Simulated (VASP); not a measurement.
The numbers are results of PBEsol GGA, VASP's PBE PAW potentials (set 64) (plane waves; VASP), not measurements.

A VASP calculation is set up with these files.

### KPOINTS
```
kpoints
0
Gamma
  8 8 8
```

**INCAR**
```
SYSTEM = GaP
PREC = Accurate
ENCUT = 500
EDIFF = 1E-6
NELM = 100
ALGO = Normal
LREAL = .FALSE.
LASPH = .TRUE.
ISMEAR = 0
SIGMA = 0.05
GGA = PS
LMAXMIX = 4
LWAVE = .FALSE.
LCHARG = .FALSE.
IBRION = 2
ISIF = 3
NSW = 40
EDIFFG = -0.02
```

### POSCAR
```
GaP
1.0
  0.0000000000   2.7194702904   2.7194702904
  2.7194702904   0.0000000000   2.7194702904
  2.7194702904   2.7194702904   0.0000000000
Ga P
1 1
Direct
  1.0000000000   0.0000000000   0.0000000000
  0.2500000000   0.2500000000   0.2500000000
```

POTCAR, in this order: Ga_d P (PBE.64 set). Program: vasp_std.

Task: Predict the energy per atom (σ→0), band gap (on the k-mesh).

Result: 
```
Quantity                                   Value
------------------------  ----------------------
energy per atom (σ→0)     -478.6 kJ/mol of atoms
band gap (on the k-mesh)                 1.50 eV
```

OSZICAR:
```
...
DAV:   6    -0.996333631321E+01    0.24503E+00   -0.43808E-01  1185   0.141E+01    0.264E+00
DAV:   7    -0.992384141579E+01    0.39495E-01   -0.99703E-02  1040   0.272E+00    0.995E-01
DAV:   8    -0.992084526944E+01    0.29961E-02   -0.13064E-02   897   0.165E+00    0.155E-01
DAV:   9    -0.992098931315E+01   -0.14404E-03   -0.11360E-03  1096   0.594E-01    0.671E-02
DAV:  10    -0.992100925121E+01   -0.19938E-04   -0.67692E-05   874   0.809E-02    0.278E-02
DAV:  11    -0.992103577742E+01   -0.26526E-04   -0.28964E-05   874   0.654E-02    0.393E-03
DAV:  12    -0.992103567335E+01    0.10407E-06   -0.15106E-06   662   0.191E-02
   1 F= -.99210357E+01 E0= -.99210357E+01  d E =-.992104E+01
```

The compound is GaP in the zinc blende structure. It was relaxed first.
